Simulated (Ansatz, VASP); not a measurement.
**H2CI2: VASP beside Ansatz**

```
H C I
1.0
     0.00000    6.56347    2.59655
     4.28948    0.00000    2.59655
     4.28948    6.56347    0.00000
H C I
2 1 2
Cartesian
  5.1948 6.5635 4.5811
  3.3842 6.5635 4.5811
  4.2895 6.5635 5.1894
  4.2895 8.3672 1.1747
  4.2895 4.7597 1.1747
```

Alike in both runs: functional PBE; k mesh 6 × 6 × 6; occupations gaussian, width 0.02 eV; no spin polarisation.

Ansatz relaxed the structure, and its values are those at the end. VASP's run is a single point on that final structure, the one shown.

|  | VASP | Ansatz |
| --- | --- | --- |
| version | VASP 6.6.1 | Ansatz 0.2.0 |
| potentials or method | VASP PAW PBE potentials, release 64 (H, C, I) | scalar-relativistic, plane waves, PAW |
| plane-wave cutoff (eV) | 520 | 420 |
| valence electrons in the cell | 20 | 40 |

Ansatz gave:

```
gap on the k mesh at the Fermi level (eV) : 2.98
least direct gap on the mesh (eV)         : 3.07
pressure (GPa)                            : -0.1
rms of the force components (eV/Å)        : 0.002
```

**Question.** What did VASP give for the same quantities?

**Answer.** gap on the k mesh at the Fermi level (eV): 3.00; least direct gap on the mesh (eV): 3.09; pressure (GPa): -0.1; rms of the force components (eV/Å): 0.013.

The two sets of potentials don't hold the same shells in valence.

Caveats: spin-orbit coupling is left out, which moves the levels of the heavy elements. As with any semilocal functional, this PBE gap is likely too small. A k mesh can miss the band edges.
